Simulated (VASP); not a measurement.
Here is the system:

```yaml
crystal:
  lattice:
    - [-1.70987, 1.70987, 1.70987]
    - [1.70987, -1.70987, 1.70987]
    - [1.70987, 1.70987, -1.70987]
  atoms:
    - { symbol: Li, position: [0.00000, 0.00000, 0.00000] }
```

Level of theory: optB88-vdW, VASP's PBE PAW potentials (set 64) (plane waves; VASP 6.6.1). Settings: 520 eV cut-off, 17×17×17 Γ-centred mesh, tetrahedra with Blöchl corrections, potentials Li_sv.

What does the run give for the energy per atom (σ→0), band gap (on the k-mesh) with the smallest direct gap where there is one?

| Property | Value |
|---|---|
| band gap (on the k-mesh) | none (metal, semimetal or under 0.01 eV) |
| energy per atom (σ→0) | -0.979 eV/atom |

Only differences to runs with the same potentials and settings are physical.

The compound is Li in the bcc structure. It was relaxed first, which changed the volume by -6 %.
